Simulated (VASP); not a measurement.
Computed with PBEsol GGA, VASP's PBE PAW potentials (set 64) (plane waves; VASP).

The input files of a VASP run:

File KPOINTS:
```
Automatic mesh
0
Gamma
12 12 12
0 0 0
```

**INCAR**
```
NELM  =  100
LCHARG  =  .False.
SIGMA  =  0.1   # width (eV)
LREAL  =  .False.   # projection in real space or not
EDIFF  =  1E-7   # SCF stop (eV)
LWAVE  =  .False.
GGA  =  PS
LMAXMIX  =  4
LASPH  =  .True.
ENCUT  =  480
ISMEAR  =  1   # Methfessel-Paxton
PREC  =  Accurate
ALGO  =  Normal   # blocked Davidson
SYSTEM  =  As
ISIF  =  2
```

File POSCAR:
```
As
1.0
  3.5342911030  -1.8944734389  -0.0538305890
  3.5342911030   1.8944734389  -0.0538305890
  2.5665578036   0.0000000000   3.0815451243
As
2
Cart
  2.2208799720   0.2000000001   0.6854741383
  7.4142600376  -0.0000000000   2.2884098080
```

POTCAR, in this order: As (PBE.64 set). Program: vasp_std.

The run wrote:

OSZICAR:
```
       N       E                     dE             d eps       ncg     rms          rms(c)
DAV:   1     0.282292784605E+02    0.28229E+02   -0.41994E+03 15640   0.872E+02
DAV:   2    -0.902260790660E+01   -0.37252E+02   -0.36073E+02 23481   0.120E+02
DAV:   3    -0.101683052884E+02   -0.11457E+01   -0.11423E+01 18575   0.254E+01
DAV:   4    -0.101740527972E+02   -0.57475E-02   -0.57442E-02 19521   0.184E+00
DAV:   5    -0.101740654045E+02   -0.12607E-04   -0.12607E-04 17899   0.802E-02    0.341E+00
DAV:   6    -0.101550579110E+02    0.19007E-01   -0.51373E-03 17089   0.513E-01    0.203E+00
DAV:   7    -0.101446006829E+02    0.10457E-01   -0.11008E-02 16601   0.776E-01    0.664E-02
DAV:   8    -0.101446294288E+02   -0.28746E-04   -0.25826E-04 16343   0.126E-01    0.201E-02
DAV:   9    -0.101446395730E+02   -0.10144E-04   -0.19597E-05 19519   0.344E-02    0.876E-03
DAV:  10    -0.101446391886E+02    0.38444E-06   -0.21155E-06 17934   0.951E-03    0.234E-03
DAV:  11    -0.101446391220E+02    0.66593E-07   -0.22676E-07 15187   0.376E-03
   1 F= -.10144639E+02 E0= -.10144661E+02  d E =0.647755E-04
```

**OUTCAR**
```
------------------------ aborting loop because EDIFF is reached ----------------------------------------
  FORCE on cell =-STRESS in cart. coord.  units (eV):
  Direction    XX          YY          ZZ          XY          YZ          ZX
  --------------------------------------------------------------------------------------
  Total        0.0483408      0.6545258      0.2282667     -0.9422086     -0.6279906      0.0939412
  in kB        1.8533641     25.0942012      8.7516340    -36.1238194    -24.0768550      3.6016616
  external PRESSURE =      11.8997331 kB  Pullay stress =       0.0000000 kB
  volume of cell :       41.79
      direct lattice vectors                 reciprocal lattice vectors
     3.534291103 -1.894473439 -0.053830589     0.139698928 -0.263925579 -0.116352466
     3.534291103  1.894473439 -0.053830589     0.139698928  0.263925579 -0.116352466
     2.566557804  0.000000000  3.081545124     0.004880717  0.000000000  0.320447476
 POSITION                                       TOTAL-FORCE (eV/Angst)
 -----------------------------------------------------------------------------------
      2.22088      0.20000      0.68547         0.308870     -0.745804      0.290262
      7.41426      0.00000      2.28841        -0.308870      0.745804     -0.290262
 -----------------------------------------------------------------------------------
    total drift:                               -0.000000     -0.000000     -0.000000
  FREE ENERGIE OF THE ION-ELECTRON SYSTEM (eV)
  ---------------------------------------------------
  free  energy   TOTEN  =       -10.1446391220 eV

  energy  without entropy=      -10.1447038975  energy(sigma->0) =      -10.14466071
```
(Selected blocks of OUTCAR.)

File OUTCAR:
```
 val. band max:        5.5303772307   @ k =   0.4167  -0.0833  -0.1667

 cond. band min:       5.5443311902   @ k =   0.0833  -0.0000  -0.3333


 Fermi energy:         5.5351983250

 k-point     1 :       0.0000    0.0000    0.0000
  band No.  band energies     occupation
      1      -9.5792      2.00000
      2       0.0856      2.00000
      3       2.9318      2.00000
      4       3.3641      2.00000
      5       4.0266      2.00000
      6       7.5385      0.00000
      7       7.9716      0.00000
      8       9.4500      0.00000
      9      11.6529      0.00000

 k-point     2 :       0.0833   -0.0000   -0.0000
  band No.  band energies     occupation
      1      -9.4896      2.00000
      2      -0.2809      2.00000
      3       2.9727      2.00000
      4       3.3790      2.00000
      5       3.9856      2.00000
      6       7.5769      0.00000
      7       7.8341      0.00000
      8       9.1754      0.00000
      9      11.7224      0.00000

 k-point     3 :      -0.0000    0.0833   -0.0000
  band No.  band energies     occupation
      1      -9.4842      2.00000
      2      -0.3443      2.00000
      3       2.8950      2.00000
      4       3.5179      2.00000
      5       3.9901      2.00000
      6       7.6004      0.00000
      7       7.9773      0.00000
      8       9.1325      0.00000
      9      11.3816      0.00000

 k-point     4 :      -0.0000   -0.0000    0.0833
  band No.  band energies     occupation
      1      -9.4855      2.00000
      2      -0.3379      2.00000
      3       3.0602      2.00000
      4       3.3063      2.00000
      5       4.0349      2.00000
      6       7.5329     -0.00000
      7       7.9872      0.00000
      8       9.1463      0.00000
      9      11.4673      0.00000

 k-point     5 :       0.1667   -0.0000   -0.0000
  band No.  band energies     occupation
      1      -9.2237      2.00000
      2      -1.1804      2.00000
      3       2.9666      2.00000
...
```

The compound is As in the a7 structure. This cell was strained or had an atom moved on purpose.
